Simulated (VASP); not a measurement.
Consider the following.

```xyz
1
Lattice="0.0000 2.6620 2.6620 2.6620 0.0000 2.6620 2.6620 2.6620 0.0000" Properties=species:S:1:pos:R:3 pbc="T T T"
Yb     0.0000     0.0000     0.0000
```

Computed with TPSS meta-GGA, VASP's PBE PAW potentials (set 64) (plane waves; VASP). Numerical set-up: 520 eV cut-off, 9×9×9 Γ-centred mesh, Gaussian smearing of 0.050 eV, potentials Yb_2.

The 4f electrons are frozen in the core of the lanthanide potential, so 4f levels, which can set the real gap, and their magnetism are missing.

Task: Estimate the energy per atom (σ→0).

Result: 
```yaml
energy per atom (σ→0): -3.492 eV/atom
```

The compound is Yb in the fcc structure. This cell is one point of a volume scan, at 0.97 of the reference volume.
